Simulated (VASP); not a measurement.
These are RPBE GGA, VASP's PBE PAW potentials (set 64) (plane waves; VASP 6.6.1) values and carry that method's errors.

Input for VASP

POSCAR:
```
PtAl2
4.2248840
  0.0000000000   0.7071068624   0.7071068624
  0.7071068624   0.0000000000   0.7071068624
  0.7071068624   0.7071068624   0.0000000000
Al Pt
2 1
Cart
  0.3535534312   0.3535534312   0.3535534312
  1.0606602935   1.0606602935   1.0606602935
  0.0000000000   0.0000000000   0.0000000000
```

**INCAR**
```
SYSTEM  =  PtAl2
PREC  =  Accurate; ENCUT  =  520; LREAL  =  .FALSE.
LASPH  =  .TRUE.
EDIFF  =  1E-7; NELM  =  100; ALGO  =  Normal
LMAXMIX  =  6
ISMEAR  =  1; SIGMA  =  0.1
GGA  =  RP
ISIF  =  2
LWAVE  =  .FALSE.; LCHARG  =  .FALSE.
```

KPOINTS:
```
Automatic mesh
0
Gamma
9 9 9
0 0 0
```

POTCAR, in this order: Al Pt (PBE.64 set). Program: vasp_std.

The resulting files:

### OSZICAR
```
       N       E                     dE             d eps       ncg     rms          rms(c)
DAV:   1     0.528515891151E+02    0.52852E+02   -0.67362E+03   840   0.113E+03
DAV:   2    -0.136408401428E+02   -0.66492E+02   -0.59309E+02  1012   0.188E+02
DAV:   3    -0.155885372187E+02   -0.19477E+01   -0.19291E+01  1072   0.316E+01
DAV:   4    -0.156053223509E+02   -0.16785E-01   -0.16780E-01  1004   0.344E+00
DAV:   5    -0.156055953787E+02   -0.27303E-03   -0.27300E-03  1040   0.464E-01    0.814E+00
DAV:   6    -0.152248640794E+02    0.38073E+00   -0.22115E+00   964   0.146E+01    0.254E+00
DAV:   7    -0.151573886522E+02    0.67475E-01   -0.18226E-01   944   0.435E+00    0.172E+00
DAV:   8    -0.151338988803E+02    0.23490E-01   -0.30466E-02   956   0.183E+00    0.265E-01
DAV:   9    -0.151341728653E+02   -0.27398E-03   -0.19641E-03   976   0.437E-01    0.168E-01
DAV:  10    -0.151344427265E+02   -0.26986E-03   -0.56548E-04   924   0.186E-01    0.197E-02
DAV:  11    -0.151344455421E+02   -0.28157E-05   -0.21643E-05  1040   0.481E-02    0.952E-03
DAV:  12    -0.151344540986E+02   -0.85565E-05   -0.23543E-05   888   0.351E-02    0.342E-03
DAV:  13    -0.151344540332E+02    0.65360E-07   -0.84734E-07  1048   0.966E-03
   1 F= -.15134454E+02 E0= -.15134986E+02  d E =0.159518E-02
```

File OUTCAR:
```
------------------------ aborting loop because EDIFF is reached ----------------------------------------
  FORCE on cell =-STRESS in cart. coord.  units (eV):
  Direction    XX          YY          ZZ          XY          YZ          ZX
  --------------------------------------------------------------------------------------
  Total       -0.0142748     -0.0142748     -0.0142748     -0.0000000      0.0000000     -0.0000000
  in kB       -0.4288966     -0.4288966     -0.4288966     -0.0000000      0.0000000     -0.0000000
  external PRESSURE =      -0.4288966 kB  Pullay stress =       0.0000000 kB
  volume of cell :       53.32
      direct lattice vectors                 reciprocal lattice vectors
     0.000000000  2.987444469  2.987444469    -0.167367128  0.167367128  0.167367128
     2.987444469  0.000000000  2.987444469     0.167367128 -0.167367128  0.167367128
     2.987444469  2.987444469  0.000000000     0.167367128  0.167367128 -0.167367128
 POSITION                                       TOTAL-FORCE (eV/Angst)
 -----------------------------------------------------------------------------------
      1.49372      1.49372      1.49372         0.000000      0.000000      0.000000
      4.48117      4.48117      4.48117        -0.000000     -0.000000     -0.000000
      0.00000      0.00000      0.00000         0.000000      0.000000      0.000000
 -----------------------------------------------------------------------------------
    total drift:                                0.000000     -0.000000      0.000000
  FREE ENERGIE OF THE ION-ELECTRON SYSTEM (eV)
  ---------------------------------------------------
  free  energy   TOTEN  =       -15.1344540332 eV

  energy  without entropy=      -15.1360492098  energy(sigma->0) =      -15.13498576
```
(Selected blocks of OUTCAR.)

The compound is PtAl2 in the fluorite structure. It was relaxed first.
